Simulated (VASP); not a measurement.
Energy against volume of Ca (fcc). Computed with revTPSS meta-GGA, VASP's PBE PAW potentials (set 64) (plane waves; VASP). Run with 520 eV cut-off, 11×11×11 Γ-centred mesh, first-order Methfessel-Paxton smearing of 0.10 eV, potentials Ca_sv.

```
V (Å³/atom)  E (eV/atom)
-----------  -----------
40.953          -2.34440
42.220          -2.34683
43.486          -2.34501
44.753          -2.33953
```

Question: Fit these four points and predict the energy of the run at 39.687 Å³/atom.

Answer: A cubic in V^(−2/3), the third-order Birch-Murnaghan form, passes through the four points with V0 = 42.28 Å³/atom and B0 = 18 GPa, and gives -2.3370 eV/atom there. The run gave -2.3371 eV/atom, -0.1 meV/atom from the fit; all five points give B0 = 18 GPa.

The compound is Ca in the fcc structure. It was relaxed first.
